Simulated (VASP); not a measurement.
Input for VASP

### KPOINTS
```
Automatic mesh
0
Gamma
8 8 8
0 0 0
```

**INCAR**
```
! general
SYSTEM =GaAs
PREC   =Accurate
ENCUT  =520   ! plane-wave cut-off (eV)
LREAL  =.False.   ! projection in real space or not
LASPH  =.True.

! electronic loop
EDIFF  =1E-7
NELM   =100
ALGO   =Normal   ! blocked Davidson
LMAXMIX=4   ! l cut-off of mixed one-centre charges

! smearing
ISMEAR =0   ! Gaussian
SIGMA  =0.05

! functional
GGA    =RE

! ions
ISIF   =2

! output
LWAVE  =.False.
LCHARG =.False.
```

POSCAR:
```
GaAs
1
    0.0000000000     2.8669266289     2.8669266289
    2.8669266289     0.0000000000     2.8669266289
    2.8669266289     2.8669266289     0.0000000000
Ga As
1 1
Direct
  0.0000000000   0.0000000000   0.0000000000
  0.2500000000   0.2500000000   0.2500000000
```

POTCAR, in this order: Ga_d As (PBE.64 set). Program: vasp_std.

Question: Translate this revPBE calculation to Quantum ESPRESSO's pw.x.

Answer: One equivalent input (not run):
```
&CONTROL
  calculation = 'scf'
  pseudo_dir = './pseudo'
  outdir = './out'
  tprnfor = .true.
  tstress = .true.
/
&SYSTEM
  ibrav = 0
  nat = 2
  ntyp = 2
  ecutwfc = 84
  occupations = 'smearing'
  smearing = 'gaussian'
  degauss = 0.003675
  input_dft = 'revpbe'
/
&ELECTRONS
  conv_thr = 7.3e-09
  electron_maxstep = 100
/
ATOMIC_SPECIES
  Ga 69.723 Ga.upf
  As 74.922 As.upf
CELL_PARAMETERS angstrom
     0.0000000    2.8669266    2.8669266
     2.8669266    0.0000000    2.8669266
     2.8669266    2.8669266    0.0000000
ATOMIC_POSITIONS crystal
  Ga   0.0000000  0.0000000  0.0000000
  As   0.2500000  0.2500000  0.2500000
K_POINTS automatic
  8 8 8 0 0 0
```
Limits of the translation: the potentials are each code's own (VASP's PAW set, PseudoDojo norm-conserving files in pw.x), so ENCUT and ecutwfc are chosen apart and not converted; conv_thr bounds pw.x's estimated SCF error, while EDIFF bounds the energy change between steps.

The compound is GaAs in the zinc blende structure. This cell is one point of a volume scan, at 0.97 of the reference volume.
